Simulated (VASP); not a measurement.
Output of a VASP run:

OUTCAR:
```
 ion  position               nearest neighbor table
   1  0.333  0.667  0.250-   2 3.15   2 3.15   2 3.15   2 3.15   2 3.15   2 3.15
   2  0.667  0.333  0.750-   1 3.15   1 3.15   1 3.15   1 3.15   1 3.15   1 3.15
  LATTYP: Found a hexagonal cell.
 ALAT       =     3.1795418002
 C/A-ratio  =     1.6119725388
 Subroutine PRICEL returns:
 Original cell was already a primitive cell.
 Subroutine GETGRP returns: Found 24 space group operations
The static configuration has the point symmetry D_3d.
 The point group associated with its full space group is D_6h.
The dynamic configuration has the point symmetry D_3d.
 Subroutine INISYM returns: Found 24 space group operations
 Subroutine IBZKPT returns following result:
 Found     84 irreducible k-points:

 Following reciprocal coordinates:
            Coordinates               Weight
  0.000000  0.000000  0.000000      1.000000
  0.076923  0.000000  0.000000      6.000000
  0.153846  0.000000  0.000000      6.000000
  0.230769  0.000000  0.000000      6.000000
  0.307692  0.000000  0.000000      6.000000
  0.384615 -0.000000  0.000000      6.000000
  0.461538  0.000000  0.000000      6.000000
  0.076923  0.076923  0.000000      6.000000
  0.153846  0.076923  0.000000     12.000000
  0.230769  0.076923  0.000000     12.000000
  0.307692  0.076923  0.000000     12.000000
  0.384615  0.076923  0.000000     12.000000
  0.461538  0.076923  0.000000      6.000000
  0.153846  0.153846  0.000000      6.000000
  0.230769  0.153846  0.000000     12.000000
  0.307692  0.153846  0.000000     12.000000
  0.384615  0.153846  0.000000     12.000000
  0.230769  0.230769  0.000000      6.000000
  0.307692  0.230769  0.000000     12.000000
  0.384615  0.230769  0.000000      6.000000
  0.307692  0.307692  0.000000      6.000000
  0.000000  0.000000  0.142857      2.000000
  0.076923  0.000000  0.142857     12.000000
  0.153846  0.000000  0.142857     12.000000
  0.230769  0.000000  0.142857     12.000000
  0.307692  0.000000  0.142857     12.000000
  0.384615 -0.000000  0.142857     12.000000
  0.461538  0.000000  0.142857     12.000000
  0.076923  0.076923  0.142857     12.000000
  0.153846  0.076923  0.142857     24.000000
  0.230769  0.076923  0.142857     24.000000
  0.307692  0.076923  0.142857     24.000000
  0.384615  0.076923  0.142857     24.000000
  0.461538  0.076923  0.142857     12.000000
  0.153846  0.153846  0.142857     12.000000
  0.230769  0.153846  0.142857     24.000000
  0.307692  0.153846  0.142857     24.000000
  0.384615  0.153846  0.142857     24.000000
  0.230769  0.230769  0.142857     12.000000
  0.307692  0.230769  0.142857     24.000000
   k-points           NKPTS =     84   k-points in BZ     NKDIM =     84   number of bands    NBANDS=     16
   number of dos      NEDOS =    301   number of ions     NIONS =      2
   total plane-waves  NPLWV =  23040
   dimension x,y,z NGX =    24 NGY =   24 NGZ =   40
   dimension x,y,z NGXF=    48 NGYF=   48 NGZF=   80
   ions per type =               2
   PREC   = accura    normal or accurate (medium, high low for compatibility)
   ISTART =      0    job   : 0-new  1-cont  2-samecut
   ICHARG =      2    charge: 1-file 2-atom 10-const
   ISPIN  =      1    spin polarized calculation?
   LNONCOLLINEAR =      F non collinear calculations
   LSORBIT =      F    spin-orbit coupling
   INIWAV =      1    electr: 0-lowe 1-rand  2-diag
   ENCUT  =  500.0 eV  36.75 Ry    6.06 a.u.   5.80  5.80  9.34*2*pi/ulx,y,z
   NELM   =    100;   NELMIN=  2; NELMDL= -5     # of ELM steps
   EDIFF  = 0.1E-05   stopping-criterion for ELM
   LREAL  =      F    real-space projection
   NLSPLINE    = F    spline interpolate recip. space projectors
   LMAXMIX     =    4 max onsite mixed and CHGCAR
   VOSKOWN=      0    Vosko Wilk Nusair interpolation
   EDIFFG = -.2E-01   stopping-criterion for IOM
   NSW    =     40    number of steps for IOM
...
```

OSZICAR:
```
       N       E                     dE             d eps       ncg     rms          rms(c)
DAV:   1     0.208979908147E+03    0.20898E+03   -0.13461E+04  2688   0.146E+03
DAV:   2    -0.489521034406E+01   -0.21388E+03   -0.21194E+03  3320   0.408E+02
DAV:   3    -0.187051224341E+02   -0.13810E+02   -0.13741E+02  5128   0.767E+01
DAV:   4    -0.189370790793E+02   -0.23196E+00   -0.23165E+00  2888   0.112E+01
DAV:   5    -0.189435763731E+02   -0.64973E-02   -0.64970E-02  4304   0.127E+00    0.161E+01
DAV:   6    -0.182881989251E+02    0.65538E+00   -0.99795E-01  2816   0.877E+00    0.649E+00
DAV:   7    -0.181563329495E+02    0.13187E+00   -0.66556E-01  3928   0.615E+00    0.115E+00
DAV:   8    -0.181604983564E+02   -0.41654E-02   -0.38048E-02  3464   0.174E+00    0.301E-01
DAV:   9    -0.181608077297E+02   -0.30937E-03   -0.17901E-03  3408   0.447E-01    0.328E-02
DAV:  10    -0.181607754003E+02    0.32329E-04   -0.50435E-05  3976   0.466E-02    0.249E-02
DAV:  11    -0.181607764529E+02   -0.10526E-05   -0.10255E-05  2976   0.428E-02    0.304E-03
DAV:  12    -0.181607764043E+02    0.48618E-07   -0.33036E-07  1944   0.468E-03
   1 F= -.18160776E+02 E0= -.18160641E+02  d E =-.181608E+02
       N       E                     dE             d eps       ncg     rms          rms(c)
DAV:   1    -0.181638670414E+02   -0.30906E-02   -0.10693E-01  3112   0.348E+00    0.559E-01
DAV:   2    -0.181612532759E+02    0.26138E-02   -0.98833E-03  3280   0.946E-01    0.186E-01
DAV:   3    -0.181606312891E+02    0.62199E-03   -0.36494E-03  3896   0.468E-01    0.106E-01
DAV:   4    -0.181607155924E+02   -0.84303E-04   -0.32711E-04  3408   0.913E-02    0.441E-02
DAV:   5    -0.181607762231E+02   -0.60631E-04   -0.22279E-04  4064   0.883E-02    0.192E-02
DAV:   6    -0.181607751958E+02    0.10273E-05   -0.94005E-06  2776   0.257E-02    0.529E-03
DAV:   7    -0.181607748881E+02    0.30772E-06   -0.56849E-07  1704   0.956E-03
   2 F= -.18160775E+02 E0= -.18160664E+02  d E =0.151616E-05
       N       E                     dE             d eps       ncg     rms          rms(c)
DAV:   1    -0.181616190934E+02   -0.84390E-03   -0.27003E-02  3176   0.174E+00    0.283E-01
DAV:   2    -0.181609387305E+02    0.68036E-03   -0.24446E-03  3240   0.473E-01    0.931E-02
DAV:   3    -0.181607816166E+02    0.15711E-03   -0.94048E-04  3920   0.235E-01    0.537E-02
DAV:   4    -0.181608081644E+02   -0.26548E-04   -0.78964E-05  3344   0.458E-02    0.224E-02
DAV:   5    -0.181608299529E+02   -0.21789E-04   -0.57011E-05  4088   0.445E-02    0.923E-03
DAV:   6    -0.181608309093E+02   -0.95642E-06   -0.21332E-06  2248   0.127E-02
   3 F= -.18160831E+02 E0= -.18160708E+02  d E =-.545051E-04
```

**OUTCAR**
```
------------------------ aborting loop because EDIFF is reached ----------------------------------------
  FORCE on cell =-STRESS in cart. coord.  units (eV):
  Direction    XX          YY          ZZ          XY          YZ          ZX
  --------------------------------------------------------------------------------------
  Total       -0.0045891     -0.0045891      0.0049687      0.0000000      0.0000000      0.0000000
  in kB       -0.1635268     -0.1635268      0.1770530      0.0000000      0.0000000      0.0000000
  external PRESSURE =      -0.0500002 kB  Pullay stress =       0.0000000 kB
  volume of cell :       44.96
      direct lattice vectors                 reciprocal lattice vectors
     1.590729413 -2.755224112 -0.000000000     0.314321214 -0.181473441 -0.000000000
     1.590729413  2.755224112  0.000000000     0.314321214  0.181473441 -0.000000000
     0.000000000  0.000000000  5.129387054     0.000000000 -0.000000000  0.194955068
 POSITION                                       TOTAL-FORCE (eV/Angst)
 -----------------------------------------------------------------------------------
      1.59073      0.91841      1.28235        -0.000000     -0.000000      0.000000
      1.59073     -0.91841      3.84704         0.000000      0.000000      0.000000
 -----------------------------------------------------------------------------------
    total drift:                                0.000134      0.001122     -0.000019
  FREE ENERGIE OF THE ION-ELECTRON SYSTEM (eV)
  ---------------------------------------------------
  free  energy   TOTEN  =       -18.1608309093 eV

  energy  without entropy=      -18.1604608411  energy(sigma->0) =      -18.16070755

 reached required accuracy - stopping structural energy minimisation
```
(Selected blocks of OUTCAR.)

### POSCAR
```
Zr
1
    1.5897709225    -2.7535639584     0.0000000000
    1.5897709225     2.7535639584     0.0000000000
    0.0000000000     0.0000000000     5.1253340679
Zr
2
Direct
  0.3333330000   0.6666670000   0.2500000000
  0.6666670000   0.3333330000   0.7500000000
```

Question: Reconstruct the remaining input files.

Answer: One answer among several that fit: the input of the run itself, PBEsol GGA, plane waves, VASP's PBE PAW potentials (set 64).

### KPOINTS
```
kpoints
0
G
13 13 7
```

### INCAR
```
SYSTEM = Zr
PREC = Accurate
ENCUT = 500
EDIFF = 1E-6
NELM = 100
ALGO = Normal
LREAL = .FALSE.
LASPH = .TRUE.
ISMEAR = 1
SIGMA = 0.1
GGA = PS
LMAXMIX = 4
LWAVE = .FALSE.
LCHARG = .FALSE.
IBRION = 2
ISIF = 3
NSW = 40
EDIFFG = -0.02
```

POTCAR, in this order: Zr_sv (PBE.64 set). Program: vasp_std.

The compound is Zr in the hcp structure. This run relaxes it. Symmetry was kept, so distortions that lower it aren't found.
